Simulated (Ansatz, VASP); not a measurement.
**Ti (Ti strained to the junction's net): VASP beside Ansatz**

Aim: how closely do two programs agree when they are given the same cell, functional and k mesh? The structure shown is the end of the Ansatz relaxation below.

Main program and level: Ansatz 0.2.0; plane waves, with VASP 6.6.1 beside it; single point at PBE.

### 1. Starting point

It takes space group P6_3/mmc (No. 194, hexagonal). The conventional cell has a = 2.970 Å, b = 2.970 Å, c = 4.616 Å, α = 90.00°, β = 90.00°, γ = 120.00°. Nearest to Ti lie 12 Ti at 2.88 to 2.97 Å.

### 2. Ansatz: relaxation, PBE

Ansatz runs on its default PAW (the set named soft_2) files.

This run makes the geometry at which the two programs are then compared.

input.yaml reads:

```yaml
crystal:
  lattice:
    - [2.97, 0.0, 0.0]
    - [-1.485, 2.5720954492, 0.0]
    - [0.0, 0.0, 4.6055631399]
  atoms:
    - { symbol: Ti, position: [0.0, 0.0, 0.0] }
    - { symbol: Ti, position: [0.3333333333, 0.6666666667, 0.5] }
kpoints:
  mp_grid: { grid: [18, 18, 7] }
scf:
  occupations: { method: fermi_dirac, width: 0.1 }
  max_iter: 150
hamiltonian:
  xc: pbe
relax:
  f_tol: 0.01
  max_steps: 40
  cell: { fix: [a, b, angles] }
```

Started as:

```console
ansatz run input.yaml --threads 4 --pin off --max-ram 12288MiB --backend cpu --events-out ev --progress --plain --runs-dir out
```

Numbers of over 12 decimals in the logs are rounded to 6 here.

The log of the run:

```text
Engine: ansatz 0.2.0, aarch64-unknown-linux-gnu
Pseudopotentials: kind: paw
Pseudopotential: Ti, paw, valence charge 12, recommended cutoff 420 eV (normal), Ti.paw.azcp
Functional definition: PBE
  parameter kappa = 0.804
  parameter beta = 0.066725
  exchange = pbe_x(kappa = kappa, mu = beta*pi^2/3)
  correlation = pbe_c(beta = beta)
Crystal: 2 atoms, lattice volume = 35.182 Å³
Basis set: ecut = 420 eV, 687 PW (Γ), exchange–correlation on 40×40×64 points (8 copies of the dense FFT grid, shifted against one another)
Bands: 16, of which v1, the nominal top of the filled ones, is band 12 counted from 1 (11 counted from 0)
Symmetry: 24 space group operations
Space group: P63/mmc (ITA 194), of the structure as read, at distance tolerance 3.3e-5 Å
k-points: 148 of 2268
Non-local potential: Ti, projectors of the file, l = 0: 3, l = 1: 2, l = 2: 3, l = 3: 1
PAW form: soft (Blöchl's): semilocal exchange-correlation on the pseudo side does not see the compensation charge
PAW one-centre angular grid: Ti, 590 points (default); XC on 64 Gauss nodes
Initial density: superposition of atomic densities (neutral atoms: chi_scale 0, normalization atom), corrected by the library's trained network
Initial wavefunctions: pseudopotential atomic-orbital guess
Functional: x = pbe(κ = 0.804, μ = 0.219515), c = pbe(β = 0.066725)
SCF iter   1: F=—  HF=-4999.365917 eV  |F-HF|=—  |Δ(HF+E_count)|=         —  Δρ=4.53e-3  dr2=3.60e-3  ethr=1.77e-3  ⟨swp⟩=4.4  Hψ=22027  notcnv=0
automatic band count: the SCF goes on with 20 bands, as 16 were too few: the levels above may hold too much charge
preconditioner: auto → none  [metal: Δε(μ)=0.005 eV  Ē_g=4.095 eV  σ=0.100 eV  W_gap=0.01  n_scr=8 (ndim 8)  ℏωp=17.7 eV  f_vac=0.000  D(μ)=2.20/eV (n_scr^D=22)  sad-step TF]
SCF iter   2: F=—  HF=-4999.365032 eV  |F-HF|=—  |Δ(HF+E_count)|=   8.85e-4  Δρ=2.35e-3  dr2=1.17e-3  ethr=1.50e-5  ⟨swp⟩=1.0  Hψ=4144  notcnv=0
SCF iter   3: F=—  HF=-4999.365112 eV  |F-HF|=—  |Δ(HF+E_count)|=   7.99e-5  Δρ=2.57e-4  dr2=1.05e-5  ethr=4.88e-6  ⟨swp⟩=2.4  Hψ=3904  notcnv=0
SCF iter   4: F=—  HF=-4999.365110 eV  |F-HF|=—  |Δ(HF+E_count)|=   1.98e-6  Δρ=6.26e-5  dr2=9.88e-7  ethr=4.37e-8  ⟨swp⟩=2.3  Hψ=4823  notcnv=0
iter 5 did not close the SCF: its close was put off for the readings that it lacked (scf_convergence_deferred on its scf_iter line)
SCF iter   5: F=-4999.365110 eV  HF=-4999.365110 eV  |F-HF|=7.39e-9  |Δ(HF+E_count)|=   1.13e-8  Δρ=7.78e-6  dr2=8.29e-9  ethr=4.12e-9  ⟨swp⟩=3.0  Hψ=5399  notcnv=0
SCF iter   6: F=-4999.365110 eV  HF=-4999.365110 eV  |F-HF|=2.73e-12  |Δ(HF+E_count)|=   7.94e-9  Δρ=4.37e-7  dr2=3.96e-11  ethr=3.45e-11  ⟨swp⟩=2.0  Hψ=8377  notcnv=0
SCF 1 converged in 6 iterations: F = -4999.365110 eV  dr2 = 3.96e-11
  greatest PAW one-centre occupation: 0.999 electrons in one spin orbital (limit 2), on the Ti atom at site 1 (counted from 0), in its partial waves of l = 0
relax step   1: F+E_penalty+E_count = -4999.36511009 eV  Δ(F+E_penalty+E_count) = +0.000e0 eV  max|allowed force component| = 2.961e-16 eV/Å  Δτ_max = 0.0000 Å  P = -1.053 GPa  Ω = 35.182 Å³  fix = [a, b, alpha, beta, gamma]  reactions: a -1.786, b -1.786 GPa  (6 SCF iters, dr2 threshold 1.00e-7 eV, accepted)
[...]
relax step   2: F+E_penalty+E_count = -4999.36518672 eV  Δ(F+E_penalty+E_count) = -7.663e-5 eV  max|allowed force component| = 2.776e-16 eV/Å  Δτ_max = 0.0000 Å  P = -1.393 GPa  Ω = 35.292 Å³  energy of the carried Pulay correction = -9.860e-6 eV  fix = [a, b, alpha, beta, gamma]  reactions: a -2.010, b -2.010 GPa  (6 SCF iters, dr2 threshold 2.00e-7 eV, accepted)
[...]
relax step   3: F+E_penalty+E_count = -4999.36520457 eV  Δ(F+E_penalty+E_count) = -1.785e-5 eV  max|allowed force component| = 1.480e-16 eV/Å  Δτ_max = 0.0000 Å  P = -1.299 GPa  Ω = 35.262 Å³  energy of the carried Pulay correction = -7.128e-6 eV  fix = [a, b, alpha, beta, gamma]  reactions: a -1.948, b -1.948 GPa  (6 SCF iters, dr2 threshold 6.24e-8 eV, accepted)
[...]
relax step   4: F+E_penalty+E_count = -4999.36521045 eV  Δ(F+E_penalty+E_count) = -5.886e-6 eV  max|allowed force component| = 1.018e-16 eV/Å  Δτ_max = 0.0000 Å  P = -1.299 GPa  Ω = 35.262 Å³  fix = [a, b, alpha, beta, gamma]  reactions: a -1.948, b -1.948 GPa  stress off target by 1.17e-3 GPa on what of the cell is left free  SCF on the basis re-selected at this cell (its energy is not comparable with the rows above)  (8 SCF iters)
basis re-selected at this cell: Δ(F+E_penalty+E_count) = -5.886e-6 eV, ΔP = -0.000 GPa vs the last step (what re-selecting the basis moved, of the pressure what is left beyond the Pulay correction that the steps carried, after the strain that the cell walked since its last selection, with what the two solves' SCF thresholds leave and, on support functions, any second-order correction that the steps lacked; it is no m [...]
SCF converged after 8 iterations
Free energy (F): -4999.365210 eV
Harris-Foulkes:  -4999.365210 eV  (|F-HF|=1.82e-12)
Internal energy: -4999.287643 eV  (E = F + TS)
E sigma→0 (E₀):  -4999.326427 eV
Entropy (-TS):   -0.077567 eV (-38.784 meV/atom)
Fermi energy:    13.131719 eV
--- Per-component energies (eV) ---
  E_band       = -320.838136
  E_kinetic    = 544.001887
  E_local      = -1643.104552  (includes V_loc(G=0)·N_el)
  E_nonlocal   = 16.077494
  E_hartree    = 673.631662
  E_xc         = -194.684568
  E_vxc        = -243.533794  (∫ρ·V_xc dr)
  E_paw        = -2095.031443  (= ΣΔE_a)
  E_vpaw       = -341.542746  (= ΣTr[D̂ρ^β])
  E_aug_tail   = 0.000251  (compensation charges beyond the density's cutoff)
  E_ewald      = -2300.178374
  E_smearing   = -0.077567  (= −TS)
  E_closure    = 0.000000  (closes the sum)
  Σ components = -4999.365210   (vs F -4999.365210, Δ=0.00e0)
--- Forces (eV/Å), atoms counted from 1 ---
  atom   1  Ti     0.00000000     0.00000000    -0.00000000
  atom   2  Ti     0.00000000    -0.00000000     0.00000000
  max |Σ_I F_I| component: 1.11e-16 eV/Å
--- Stress (GPa, compression-positive) ---
       -1.948275       0.000000       0.000000
        0.000000      -1.948275       0.000000
        0.000000       0.000000      -0.001167
  P = ⅓ Tr σ = -1.2992 GPa (-12.992 kbar)
--- Relaxed structure (3 steps of the walk, 3 accepted, 1 SCFs on fresh bases) ---
  F+E_penalty+E_count = -4999.36521045 eV   max|allowed force component| = 1.018e-16 eV/Å   (the final SCF, on the basis selected at the relaxed cell)
  cell:  # Å, volume = 35.2618 Å³
    - [2.970000, 0, 0.0]
    - [-1.485000, 2.572095, 0.0]
    - [0.0, 0.0, 4.615955]
  atoms:
    - { symbol: Ti, position: [9.251858539620026e-18, -5.0885221963063406e-17, 0.0] }
    - { symbol: Ti, position: [0.333333, 0.666667, 0.500000] }
```

### 3. VASP: single point, PBE

The same cell, functional, mesh and smearing now go to VASP, with its own data sets and cutoff.

Lines of VASP's logs that name or quote its potential files are left out, and so is its time.

INCAR reads:

```
SYSTEM = Ti
PREC = Accurate
ENCUT = 400
EDIFF = 1E-06
NELM = 100
ISMEAR = -1
SIGMA = 0.1
LREAL = .FALSE.
ALGO = Normal
GGA = PE
NBANDS = 18
LASPH = .TRUE.
LORBIT = 11
LWAVE = .FALSE.
LCHARG = .FALSE.
KPAR = 8
ISIF = 2
```

POSCAR reads:

```
Ti
1.0
    2.9700000000      0.0000000000      0.0000000000
   -1.4850000000      2.5720954492      0.0000000000
    0.0000000000      0.0000000000      4.6159546620
Ti
2
Direct
    0.0000000000      0.0000000000      0.0000000000
    0.3333333333      0.6666666667      0.5000000000
```

KPOINTS reads:

```
Automatic mesh
0
Gamma
18 18 7
0 0 0
```

PAW data sets: Ti_sv (PBE family, release 64).

Started as:

```console
mpirun -np 8 vasp_std
```

The log of the run:

```text
[banner, memory and clock lines left out]
running    8 mpi-ranks, on    1 nodes
 distrk:  each k-point on    1 cores,    8 groups
 distr:  one band on    1 cores,    1 groups

 POSCAR found type information on POSCAR Ti
 POSCAR found :  1 types and       2 ions
|                                                                             |
|           W    W    AA    RRRRR   N    N  II  N    N   GGGG   !!!           |
|           W    W   A  A   R    R  NN   N  II  NN   N  G    G  !!!           |
|           W    W  A    A  R    R  N N  N  II  N N  N  G       !!!           |
|           W WW W  AAAAAA  RRRRR   N  N N  II  N  N N  G  GGG   !            |
|           WW  WW  A    A  R   R   N   NN  II  N   NN  G    G                |
|           W    W  A    A  R    R  N    N  II  N    N   GGGG   !!!           |
|                                                                             |
|     For optimal performance we recommend to set                             |
|       NCORE = 2 up to number-of-cores-per-socket                            |
|     NCORE specifies how many cores store one orbital (NPAR=cpu/NCORE).      |
|     This setting can greatly improve the performance of VASP for DFT.       |
|     The default, NCORE=1 might be grossly inefficient on modern             |
|     multi-core architectures or massively parallel machines. Do your        |
|     Unfortunately you need to use the default for GW and RPA                |
|     calculations (for HF NCORE is supported but not extensively tested      |
|     yet).                                                                   |
|                                                                             |

 LDA part: xc-table for (Slater+PW92), standard interpolation
 POSCAR, INCAR and KPOINTS ok, starting setup
 FFT: planning ... GRIDC
 FFT: planning ... GRID_SOFT
 FFT: planning ... GRID
 WAVECAR not read
 entering main loop
       N       E                     dE             d eps       ncg     rms          rms(c)
DAV:   1     0.230706031512E+03    0.23071E+03   -0.11187E+04  5336   0.140E+03
DAV:   2     0.553355836554E+01   -0.22517E+03   -0.22225E+03  5430   0.413E+02
DAV:   3    -0.171090416592E+02   -0.22643E+02   -0.22401E+02 10014   0.116E+02
DAV:   4    -0.177935953589E+02   -0.68455E+00   -0.68389E+00  6200   0.194E+01
DAV:   5    -0.178245438567E+02   -0.30948E-01   -0.30941E-01  8336   0.312E+00    0.117E+01
DAV:   6    -0.156900903798E+02    0.21345E+01   -0.80802E+00  6286   0.293E+01    0.289E+00
DAV:   7    -0.156737803859E+02    0.16310E-01   -0.73356E-01  8116   0.641E+00    0.202E+00
DAV:   8    -0.156958713546E+02   -0.22091E-01   -0.19724E-01  6238   0.538E+00    0.699E-01
DAV:   9    -0.156869542878E+02    0.89171E-02   -0.50163E-02  6372   0.229E+00    0.466E-02
DAV:  10    -0.156871276830E+02   -0.17340E-03   -0.19052E-03  7622   0.296E-01    0.760E-02
DAV:  11    -0.156871941612E+02   -0.66478E-04   -0.17868E-04  6586   0.894E-02    0.235E-02
DAV:  12    -0.156871854987E+02    0.86625E-05   -0.28597E-05  7012   0.334E-02    0.800E-03
DAV:  13    -0.156871860595E+02   -0.56086E-06   -0.55978E-07  3444   0.738E-03
   1 F= -.15687186E+02 E0= -.15648224E+02  d E =-.779241E-01
```

From OUTCAR (step 3):

```text
ion  position               nearest neighbor table
   1  0.000  0.000  0.000-   2 2.88   2 2.88   2 2.88   2 2.88   2 2.88   2 2.88
   2  0.333  0.667  0.500-   1 2.88   1 2.88   1 2.88   1 2.88   1 2.88   1 2.88

  LATTYP: Found a hexagonal cell.
 ALAT       =     2.9700000000
 C/A-ratio  =     1.5541934889

 Subroutine GETGRP returns: Found 24 space group operations
 (whereof 12 operations were pure point group operations)

The static configuration has the point symmetry D_3h.
 The point group associated with its full space group is D_6h.

 Found    148 irreducible k-points:

   k-points           NKPTS =    148   k-points in BZ     NKDIM =    148   number of bands    NBANDS=     18

   dimension x,y,z NGX =    20 NGY =   20 NGZ =   30
   dimension x,y,z NGXF=    40 NGYF=   40 NGZF=   60

   ENCUT  =  400.0 eV  29.40 Ry    5.42 a.u.   4.84  4.84  7.53*2*pi/ulx,y,z

   NELECT =      24.0000    total number of electrons

 k-points in reciprocal lattice and weights: Automatic mesh
   0.00000000  0.00000000  0.00000000       0.000
   0.05555556  0.00000000  0.00000000       0.003
   0.11111111  0.00000000  0.00000000       0.003
   0.16666667  0.00000000  0.00000000       0.003
   0.22222222  0.00000000  0.00000000       0.003
   0.27777778  0.00000000  0.00000000       0.003
   0.33333333  0.00000000  0.00000000       0.003
   0.38888889 -0.00000000  0.00000000       0.003
   0.44444444  0.00000000  0.00000000       0.003
[...]
0.33333333  0.27777778  0.42857143       0.011
   0.33333333  0.33333333  0.42857143       0.002

 average (electrostatic) potential at core
       1 -72.6473       2 -72.6473

 E-fermi :   8.1679

 k-point     1 :       0.0000    0.0000    0.0000
  band No.  band energies     occupation
    ...
      6     -24.5807      2.00000
      7     -24.5682      2.00000
      8     -24.5682      2.00000
      9       2.0361      2.00000
     10       5.5539      2.00000
     11       8.9278      0.00100
     12       8.9278      0.00100
     13       9.0913      0.00020
     14       9.1799      0.00008
     15       9.4462      0.00001
    ...

 k-point     2 :       0.0556    0.0000    0.0000
  band No.  band energies     occupation
    ...
      6     -24.5837      2.00000
      7     -24.5814      2.00000
      8     -24.5697      2.00000
      9       2.1206      2.00000
     10       5.6193      2.00000
     11       8.7653      0.00507
     12       8.9036      0.00127
     13       8.9869      0.00055
     14       9.3056      0.00002
     15       9.4060      0.00001
    ...

 k-point     3 :       0.1111    0.0000    0.0000
  band No.  band energies     occupation
    ...
      6     -24.6189      2.00000
      7     -24.5929      2.00000
      8     -24.5741      2.00000
      9       2.3706      2.00000
     10       5.8042      2.00000
     11       8.4763      0.08751
     12       8.4799      0.08451
     13       9.1613      0.00010
     14       9.2783      0.00003
     15       9.5184      0.00000
    ...

  Total       -0.6467239     -0.6467239     -0.2123432      0.0000000      0.0000000     -0.0000000
  in kB      -29.3849150    -29.3849150     -9.6481470      0.0000000      0.0000000     -0.0000000
  external PRESSURE =     -22.8059924 kB  Pullay stress =       0.0000000 kB

  energy-cutoff  :      400.00
  volume of cell :       35.26
      direct lattice vectors                 reciprocal lattice vectors
     2.970000000  0.000000000  0.000000000     0.336700337  0.194394030  0.000000000
    -1.485000000  2.572095449  0.000000000     0.000000000  0.388788060  0.000000000
     0.000000000  0.000000000  4.615954662     0.000000000  0.000000000  0.216639909

 POSITION                                       TOTAL-FORCE (eV/Angst)
 -----------------------------------------------------------------------------------
      0.00000      0.00000      0.00000        -0.000000      0.000000      0.000000
     -0.00000      1.71473      2.30798         0.000000     -0.000000      0.000000
 -----------------------------------------------------------------------------------
    total drift:                                0.000001     -0.000001     -0.000000

  FREE ENERGIE OF THE ION-ELECTRON SYSTEM (eV)
  ---------------------------------------------------
  free  energy   TOTEN  =       -15.6871860595 eV

  energy  without entropy=      -15.6092619158  energy(sigma->0) =      -15.64822399

 total charge
# of ion       s       p       d       tot
------------------------------------------
    1        2.244   6.118   1.871  10.233
    2        2.244   6.118   1.871  10.233
--------------------------------------------------
tot          4.488  12.236   3.742  20.466

[... 3 further parts left out ...]
```

The run ends at a pressure of -2.28 GPa.

### 4. Side by side

Known differences besides the potentials themselves: the cutoff is 420 eV in Ansatz and 400 eV in VASP; Ansatz's pressure holds a Pulay correction, VASP's none. Total energies have different zeros and are not compared.

The two programs side by side:

```
      quantity  Ansatz   VASP  difference
pressure (GPa)   -1.30  -2.28       +0.98
```

### 5. What came out

| Item | Value |
| --- | --- |
| difference in pressure (single point, PBE) | 0.98 GPa |

The difference in pressure is 0.98 GPa (single point, PBE), at about the 1 GPa picked in this series as the mark of a large difference. How closely two codes agree says nothing of how well the functional describes the real material.

[Lines on the potential files, build, host, timing and source positions are cut from VASP's logs without a mark.]

[Logs are printed without paths, hosts, clocks, repeated set-up lines and the standing remarks that a program may print on its own settings, such as how far it seeks lower states.]

[Hosts, paths, dates, database ids (printed as entryN), source tags and the programs' standing remarks are cut or masked in the printed files.]
